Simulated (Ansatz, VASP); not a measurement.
# Ti5Nb3C8 (random rock-salt alloy of NbC and TiC) in two plane-wave programs

Aim: how closely do two programs agree when they are given the same cell, functional and k mesh? The structure shown is the start of the Ansatz relaxation below; VASP solves that cell, so the two are compared at the walk's first step.

Main program and level: Ansatz 0.2.0; plane waves, with VASP 6.6.1 beside it; single point at PBE.

## (1) Set-up

The cell holds 64 atoms: 20 Ti, 32 C and 12 Nb. Its edges and angles: a = 8.762 Å, b = 8.762 Å, c = 8.762 Å, α = 90.0°, β = 90.0°, γ = 90.0°. It derives from NbC (rock-salt), repeated 2×2×2. Rock-salt NbC, 2 x 2 x 2 conventional cells, 20 of 32 Nb sites given to Ti at random (x = 0.625), lattice by Vegard's rule (a = 4.381 A); (so at first; earlier steps may have moved the atoms), displaced by a Gaussian of 0.02 A.

## (2) Ansatz: relaxation, PBE

Ansatz runs on its PAW soft_1 files.

The two programs are compared at the cell with which this relaxation starts, whose forces are those of its first step.

File input.yaml:

```yaml
crystal:
  lattice:
    - [8.7624, 0.0, 0.0]
    - [0.0, 8.7624, 0.0]
    - [0.0, 0.0, 8.7624]
  atoms:
    - { symbol: Ti, position: [0.00201, 0.99924, 0.00136] }
    - { symbol: C, position: [0.25232, 0.00286, 0.99899] }
    - { symbol: Nb, position: [0.99947, 0.25153, 0.25091] }
    - { symbol: C, position: [0.25249, 0.25116, 0.25304] }
    - { symbol: Ti, position: [0.24843, 0.00364, 0.24896] }
    - { symbol: C, position: [0.00269, 0.00278, 0.24674] }
    - { symbol: Ti, position: [0.24729, 0.25413, 0.99802] }
    - { symbol: C, position: [0.00019, 0.2535, 0.99862] }
    - { symbol: Ti, position: [0.99905, 0.99993, 0.49985] }
    - { symbol: C, position: [0.25245, 0.0022, 0.4977] }
    - { symbol: Ti, position: [0.99943, 0.25383, 0.75143] }
    - { symbol: C, position: [0.25124, 0.25205, 0.75191] }
    - { symbol: Ti, position: [0.2519, 0.99707, 0.75044] }
    - { symbol: C, position: [0.99955, 0.00447, 0.74919] }
    - { symbol: Nb, position: [0.25132, 0.25077, 0.49705] }
    - { symbol: C, position: [0.99952, 0.24398, 0.49992] }
    - { symbol: Nb, position: [0.00311, 0.50025, 0.99631] }
    - { symbol: C, position: [0.25134, 0.499, 0.99663] }
    - { symbol: Nb, position: [0.99519, 0.75293, 0.24904] }
    - { symbol: C, position: [0.24917, 0.74921, 0.25144] }
    - { symbol: Ti, position: [0.2523, 0.50183, 0.24899] }
    - { symbol: C, position: [0.00189, 0.5039, 0.2517] }
    - { symbol: Nb, position: [0.25089, 0.75173, 0.9992] }
    - { symbol: C, position: [0.00202, 0.74946, 0.99928] }
    - { symbol: Nb, position: [0.0042, 0.4987, 0.50005] }
    - { symbol: C, position: [0.24567, 0.49908, 0.49898] }
    - { symbol: Ti, position: [0.00397, 0.75319, 0.74728] }
    - { symbol: C, position: [0.24861, 0.75022, 0.74829] }
    - { symbol: Ti, position: [0.2483, 0.50049, 0.74829] }
    - { symbol: C, position: [0.00466, 0.50145, 0.74439] }
    - { symbol: Nb, position: [0.25009, 0.75053, 0.50083] }
    - { symbol: C, position: [0.99631, 0.75157, 0.50041] }
    - { symbol: Ti, position: [0.50321, 0.99717, 0.9997] }
    - { symbol: C, position: [0.75081, 0.99702, 0.99741] }
    - { symbol: Ti, position: [0.50092, 0.24535, 0.24959] }
    - { symbol: C, position: [0.74708, 0.24812, 0.25008] }
    - { symbol: Nb, position: [0.74712, 0.00107, 0.24906] }
    - { symbol: C, position: [0.4975, 0.00296, 0.2478] }
    - { symbol: Nb, position: [0.75159, 0.24956, 0.99908] }
    - { symbol: C, position: [0.49922, 0.2451, 0.00161] }
    - { symbol: Ti, position: [0.49969, 0.00137, 0.4972] }
    - { symbol: C, position: [0.74891, 0.00272, 0.50029] }
    - { symbol: Nb, position: [0.49855, 0.25025, 0.74978] }
    - { symbol: C, position: [0.74449, 0.25147, 0.75067] }
    - { symbol: Nb, position: [0.75161, 0.0007, 0.74795] }
    - { symbol: C, position: [0.50092, 0.99727, 0.75155] }
    - { symbol: Ti, position: [0.74942, 0.24698, 0.50074] }
    - { symbol: C, position: [0.49981, 0.25288, 0.49831] }
    - { symbol: Ti, position: [0.50259, 0.50027, 0.00279] }
    - { symbol: C, position: [0.74796, 0.50169, 0.00037] }
    - { symbol: Ti, position: [0.50015, 0.74807, 0.25021] }
    - { symbol: C, position: [0.7504, 0.75165, 0.25298] }
    - { symbol: Ti, position: [0.75196, 0.49918, 0.25097] }
    - { symbol: C, position: [0.50396, 0.49543, 0.248] }
    - { symbol: Ti, position: [0.75156, 0.749, 0.00253] }
    - { symbol: C, position: [0.49744, 0.74637, 0.00222] }
    - { symbol: Nb, position: [0.49881, 0.50006, 0.49943] }
    - { symbol: C, position: [0.74934, 0.50038, 0.50424] }
    - { symbol: Ti, position: [0.49667, 0.74876, 0.75088] }
    - { symbol: C, position: [0.75348, 0.74982, 0.75157] }
    - { symbol: Ti, position: [0.75099, 0.49883, 0.75094] }
    - { symbol: C, position: [0.50069, 0.50038, 0.74899] }
    - { symbol: Ti, position: [0.74997, 0.75801, 0.49974] }
    - { symbol: C, position: [0.50022, 0.74923, 0.50382] }
kpoints:
  mp_grid: { grid: [2, 2, 2] }
hamiltonian:
  xc: pbe
  pseudopotentials: { kind: paw, azcp: { folder: soft_1 } }
scf:
  occupations: { method: fermi_dirac, width: 0.05 }
output:
  forces: true
relax:
  f_tol: 0.05
  max_steps: 150
  cell: {}
```

Run with:

```sh
$ ansatz run input.yaml --threads 8 --pin off --max-ram 15872MiB --backend cpu --events-out ev --progress --plain --runs-dir out
```

Numbers of over 12 decimals in the logs are rounded to 6 here.

What it wrote:

```text
Engine: ansatz 0.2.0, x86_64-unknown-linux-gnu
Pseudopotentials: kind: paw
Pseudopotential: Ti, paw, valence charge 12, recommended cutoff 420 eV (normal), soft_1/Ti.paw.azcp
Pseudopotential: C, paw, valence charge 4, recommended cutoff 420 eV (normal), soft_1/C.paw.azcp
Pseudopotential: Nb, paw, valence charge 13, recommended cutoff 420 eV (normal), soft_1/Nb.paw.azcp
Functional definition: PBE
  parameter kappa = 0.804
  parameter beta = 0.066725
  exchange = pbe_x(kappa = kappa, mu = beta*pi^2/3)
  correlation = pbe_c(beta = beta)
Crystal: 64 atoms, lattice volume = 672.774 Å³
Basis set: ecut = 420 eV, 13205 PW (Γ), exchange–correlation on 120×120×120 points (8 copies of the dense FFT grid, shifted against one another)
Bands: 326, of which v1, the nominal top of the filled ones, is band 262 counted from 1 (261 counted from 0)
Symmetry: 1 space group operations
Space group: P1 (ITA 1), of the structure as read, at distance tolerance 8.8e-5 Å
k-points: 8
Non-local potential: Ti, projectors of the file, l = 0: 3, l = 1: 2, l = 2: 3, l = 3: 1
Non-local potential: C, projectors of the file, l = 0: 2, l = 1: 2, l = 2: 1
Non-local potential: Nb, projectors of the file, l = 0: 3, l = 1: 2, l = 2: 2, l = 3: 1
PAW form: soft (Blöchl's): semilocal exchange-correlation on the pseudo side does not see the compensation charge
PAW one-centre angular grid: Ti, 590 points (default); XC on 64 Gauss nodes
PAW one-centre angular grid: C, 110 points (default); XC on 64 Gauss nodes
PAW one-centre angular grid: Nb, 590 points (default); XC on 64 Gauss nodes
Initial density: superposition of atomic densities (chi_scale 0.1, normalization cell, long waves kept (reshape's long-wave potential 0.02 eV rms))
Initial wavefunctions: pseudopotential atomic-orbital guess
Functional: x = pbe(κ = 0.804, μ = 0.219515), c = pbe(β = 0.066725)
SCF iter   1: F=—  HF=-112753.519276 eV  |F-HF|=—  |Δ(HF+E_count)|=         —  Δρ=1.54e-1  dr2=2.46e2  ethr=3.10e-3  ⟨swp⟩=4.0  Hψ=7675  notcnv=0
preconditioner: auto → Kerker (q_TF=auto, 2.617 Å⁻¹)  [metal: Δε(μ)=0.022 eV  Ē_g=8.004 eV  σ=0.050 eV  W_gap=0.11  n_scr=202 (ndim 8)  ℏωp=23.4 eV  f_vac=0.000  D(μ)=24.15/eV (n_scr^D=178)]
SCF iter   2: F=—  HF=-112705.936052 eV  |F-HF|=—  |Δ(HF+E_count)|=    4.76e1  Δρ=6.17e-2  dr2=4.32e1  ethr=3.10e-3  ⟨swp⟩=3.0  Hψ=4613  notcnv=0  defer=356
SCF iter   3: F=—  HF=-112697.796199 eV  |F-HF|=—  |Δ(HF+E_count)|=    8.14e0  Δρ=1.52e-2  dr2=1.23e0  ethr=3.10e-3  ⟨swp⟩=3.8  Hψ=4604  notcnv=0  defer=284
SCF iter   4: F=—  HF=-112697.792517 eV  |F-HF|=—  |Δ(HF+E_count)|=   3.68e-3  Δρ=4.87e-3  dr2=2.90e-1  ethr=2.36e-4  ⟨swp⟩=5.2  Hψ=4400  notcnv=0  defer=218
SCF iter   5: F=—  HF=-112697.753434 eV  |F-HF|=—  |Δ(HF+E_count)|=   3.91e-2  Δρ=1.20e-3  dr2=2.22e-2  ethr=5.54e-5  ⟨swp⟩=2.0  Hψ=3713  notcnv=0  defer=217
SCF iter   6: F=—  HF=-112697.750902 eV  |F-HF|=—  |Δ(HF+E_count)|=   2.53e-3  Δρ=2.06e-4  dr2=6.70e-4  ethr=4.24e-6  ⟨swp⟩=2.0  Hψ=3411  notcnv=0  defer=217
SCF iter   7: F=—  HF=-112697.750861 eV  |F-HF|=—  |Δ(HF+E_count)|=   4.14e-5  Δρ=8.64e-5  dr2=8.16e-5  ethr=1.28e-7  ⟨swp⟩=2.0  Hψ=3185  notcnv=0  defer=217
SCF iter   8: F=—  HF=-112697.751347 eV  |F-HF|=—  |Δ(HF+E_count)|=   4.86e-4  Δρ=1.60e-5  dr2=1.92e-6  ethr=1.56e-8  ⟨swp⟩=2.4  Hψ=4625  notcnv=0  defer=217
SCF iter   9: F=—  HF=-112697.751347 eV  |F-HF|=—  |Δ(HF+E_count)|=   1.62e-7  Δρ=7.66e-6  dr2=6.51e-7  ethr=3.67e-10  ⟨swp⟩=2.0  Hψ=3538  notcnv=0  defer=217
SCF iter  10: F=-112697.751347 eV  HF=-112697.751347 eV  |F-HF|=3.41e-9  |Δ(HF+E_count)|=   1.19e-7  Δρ=8.53e-7  dr2=6.27e-9  ethr=1.91e-11  ⟨swp⟩=2.0  Hψ=8107  notcnv=0
SCF 1 converged in 10 iterations: F = -112697.751347 eV  dr2 = 6.27e-9
  greatest PAW one-centre occupation: 0.999 electrons in one spin orbital (limit 2), on the Ti atom at site 50 (counted from 0), in its partial waves of l = 0
relax step   1: F+E_penalty+E_count = -112697.75134718 eV  Δ(F+E_penalty+E_count) = +0.000e0 eV  max|allowed force component| = 1.201e0 eV/Å  Δτ_max = 0.0000 Å  P = +3.458 GPa  Ω = 672.774 Å³  (10 SCF iters, dr2 threshold 1.00e-7 eV, accepted)
Crystal: 64 atoms, lattice volume = 681.807 Å³
Basis set: ecut = 420 eV, 13289 PW (Γ), exchange–correlation on 120×120×120 points (8 copies of the dense FFT grid, shifted against one another)
Initial density: handed on by an earlier stage of this run
Initial wavefunctions: those handed on with the density
iter 1 solved again at ethr=1.95e-4 eV; its pass at ethr=3.10e-3 eV (dr2=1.02e0 eV) is discarded
SCF iter   1: F=—  HF=-112698.490217 eV  |F-HF|=—  |Δ(HF+E_count)|=         —  Δρ=9.34e-3  dr2=1.04e0  ethr=1.95e-4  ⟨swp⟩=5.6  Hψ=11527  notcnv=0  defer=25
preconditioner: auto → Kerker (q_TF=auto, 2.611 Å⁻¹)  [metal: Δε(μ)=0.006 eV  Ē_g=6.911 eV  σ=0.050 eV  W_gap=0.03  n_scr=202 (ndim 8)  ℏωp=23.3 eV  f_vac=0.000  D(μ)=45.38/eV (n_scr^D=460)]
[...]
atom  12  C     -0.00568322    -0.00119113    -0.00224059
  atom  13  Ti     0.00451847     0.01073321     0.00210806
  atom  14  C      0.00358026     0.00078940    -0.00103741
  atom  15  Nb    -0.01081304    -0.00742860     0.00870901
  atom  16  C      0.00505730    -0.00246313    -0.00318635
  atom  17  Nb    -0.00364025    -0.00350098     0.00505134
  atom  18  C     -0.00731742     0.00190859    -0.00198352
  atom  19  Nb     0.00377151     0.00750489     0.00564523
  atom  20  C     -0.00330862    -0.00662403    -0.00153980
  atom  21  Ti    -0.00411767    -0.00126001    -0.00830688
  atom  22  C     -0.00520418     0.00202642     0.00136417
  atom  23  Nb     0.00440551     0.00518015    -0.00527759
  atom  24  C      0.00647394    -0.00463504     0.00596069
  atom  25  Nb    -0.01136945    -0.00379805    -0.00147168
  atom  26  C      0.00091347    -0.00039260     0.00007764
  atom  27  Ti    -0.00554614    -0.00344717    -0.00306762
  atom  28  C     -0.00549709    -0.00723327     0.00011103
  atom  29  Ti    -0.00137905     0.00074507    -0.00224245
  atom  30  C      0.00538286     0.00381297     0.01175510
  atom  31  Nb    -0.00138413     0.00586340     0.00702229
  atom  32  C      0.01128750    -0.00429543    -0.00664054
  atom  33  Ti     0.00565276    -0.00394481    -0.00054216
  atom  34  C     -0.00069579     0.00582755     0.00261183
  atom  35  Ti     0.00353518    -0.00055876     0.01206565
[...]
atom  57  Nb     0.01520403     0.00565752     0.00500260
  atom  58  C     -0.00290937     0.00473800    -0.00317516
  atom  59  Ti     0.00513858     0.00163533    -0.00273501
  atom  60  C      0.00229102     0.00047660     0.00119307
  atom  61  Ti     0.00024402    -0.00738283    -0.00354357
  atom  62  C     -0.00262350     0.00529117     0.00445463
  atom  63  Ti     0.00191073    -0.00586110     0.00210028
  atom  64  C     -0.00849006    -0.00661222    -0.00249576
  max |Σ_I F_I| component: 4.61e-6 eV/Å
--- Stress (GPa, compression-positive) ---
        0.038874       0.010791      -0.011388
        0.010791      -0.019845       0.004147
       -0.011388       0.004147       0.024149
  P = ⅓ Tr σ = 0.0144 GPa (0.144 kbar)
--- Relaxed structure (4 steps of the walk, 4 accepted, 1 SCFs on fresh bases) ---
  F+E_penalty+E_count = -112698.61005347 eV   max|allowed force component| = 1.868e-2 eV/Å   (the final SCF, on the basis selected at the relaxed cell)
  cell:  # Å, volume = 679.3692 Å³
    - [8.789718, -0.000340058, 0.00208865]
    - [-0.000340058, 8.795860, -0.000630039]
    - [0.00208865, -0.000630039, 8.787244]
  atoms:
    - { symbol: Ti, position: [0.00194602, 0.999173, -0.00259826] }
    - { symbol: C, position: [0.250091, 0.00258495, 1.000065] }
    - { symbol: Nb, position: [1.001202, 0.248510, 0.249203] }
    - { symbol: C, position: [0.251790, 0.251699, 0.248375] }
    - { symbol: Ti, position: [0.252879, 7.838733253350016e-5, 0.248211] }
    - { symbol: C, position: [0.00326283, 0.000573809, 0.249896] }
    - { symbol: Ti, position: [0.251860, 0.249126, 0.998672] }
    - { symbol: C, position: [0.0012925, 0.247601, 0.997441] }
    - { symbol: Ti, position: [1.000163, 0.999132, 0.502268] }
    - { symbol: C, position: [0.249849, 0.000889305, 0.499563] }
    - { symbol: Ti, position: [1.000790, 0.248843, 0.750264] }
    - { symbol: C, position: [0.247664, 0.251252, 0.751667] }
    - { symbol: Ti, position: [0.250786, 0.999631, 0.751059] }
    - { symbol: C, position: [1.002380, 0.00017471, 0.749654] }
    - { symbol: Nb, position: [0.251723, 0.247914, 0.500965] }
    - { symbol: C, position: [0.997434, 0.247142, 0.501858] }
    - { symbol: Nb, position: [0.000684218, 0.501592, 0.996974] }
    - { symbol: C, position: [0.252152, 0.498093, 1.000418] }
    - { symbol: Nb, position: [0.999190, 0.751985, 0.249190] }
    - { symbol: C, position: [0.252490, 0.748951, 0.249947] }
    - { symbol: Ti, position: [0.254626, 0.500293, 0.247219] }
    - { symbol: C, position: [0.00143431, 0.500018, 0.249782] }
    - { symbol: Nb, position: [0.252573, 0.751494, 0.998268] }
    - { symbol: C, position: [-0.00256151, 0.753832, 0.996993] }
    - { symbol: Nb, position: [-0.00100439, 0.501427, 0.502466] }
    - { symbol: C, position: [0.249810, 0.499652, 0.499032] }
    - { symbol: Ti, position: [-0.000898588, 0.751954, 0.750327] }
    - { symbol: C, position: [0.250401, 0.749454, 0.749551] }
    - { symbol: Ti, position: [0.252088, 0.501208, 0.751611] }
    - { symbol: C, position: [0.000857374, 0.500423, 0.749658] }
    - { symbol: Nb, position: [0.251891, 0.752057, 0.501290] }
    - { symbol: C, position: [0.996725, 0.753970, 0.502344] }
    - { symbol: Ti, position: [0.498633, 0.998697, 0.999925] }
    - { symbol: C, position: [0.750255, 0.998220, 1.000005] }
    - { symbol: Ti, position: [0.499745, 0.249422, 0.248870] }
    - { symbol: C, position: [0.748338, 0.253889, 0.252397] }
    - { symbol: Nb, position: [0.747881, -0.000398647, 0.249370] }
    - { symbol: C, position: [0.497412, 5.736630837085297e-5, 0.249677] }
    - { symbol: Nb, position: [0.747829, 0.250890, 0.998889] }
    - { symbol: C, position: [0.498517, 0.249476, 0.00206937] }
    - { symbol: Ti, position: [0.500098, -0.00126924, 0.499772] }
    - { symbol: C, position: [0.750628, 0.000320205, 0.499698] }
    - { symbol: Nb, position: [0.499369, 0.249612, 0.750950] }
    - { symbol: C, position: [0.752873, 0.253588, 0.746876] }
    - { symbol: Nb, position: [0.749468, -0.000911056, 0.750349] }
    - { symbol: C, position: [0.497269, 0.997975, 0.750074] }
    - { symbol: Ti, position: [0.748643, 0.249752, 0.500781] }
    - { symbol: C, position: [0.503598, 0.247304, 0.497558] }
    - { symbol: Ti, position: [0.500195, 0.501710, -0.000472878] }
    - { symbol: C, position: [0.748190, 0.501906, 0.000200941] }
    - { symbol: Ti, position: [0.501123, 0.751335, 0.248666] }
    - { symbol: C, position: [0.748079, 0.747038, 0.250410] }
    - { symbol: Ti, position: [0.747115, 0.501702, 0.248815] }
    - { symbol: C, position: [0.499501, 0.500682, 0.247997] }
    - { symbol: Ti, position: [0.747718, 0.750297, -0.00144021] }
    - { symbol: C, position: [0.502991, 0.751523, -0.000386717] }
    - { symbol: Nb, position: [0.501281, 0.501707, 0.499892] }
    - { symbol: C, position: [0.750549, 0.500096, 0.499308] }
    - { symbol: Ti, position: [0.501013, 0.751151, 0.750914] }
    - { symbol: C, position: [0.750481, 0.747635, 0.749065] }
    - { symbol: Ti, position: [0.748487, 0.502437, 0.750626] }
    - { symbol: C, position: [0.499466, 0.502553, 0.752066] }
    - { symbol: Ti, position: [0.748007, 0.751130, 0.501400] }
    - { symbol: C, position: [0.503792, 0.753550, 0.499785] }
```

Reading the cycles: dr2 is the Hartree energy of the density residual (eV), the measure of convergence; HF is the Harris–Foulkes estimate of the energy, which meets the free energy F at convergence.

[end of part 1 of 2]

[Lines on the potential files, build, host, timing and source positions are cut from VASP's logs without a mark.]

[Logs are printed without paths, hosts, clocks, repeated set-up lines and the standing remarks that a program may print on its own settings, such as how far it seeks lower states.]

[Hosts, paths, dates, database ids (printed as entryN), source tags and the programs' standing remarks are cut or masked in the printed files.]
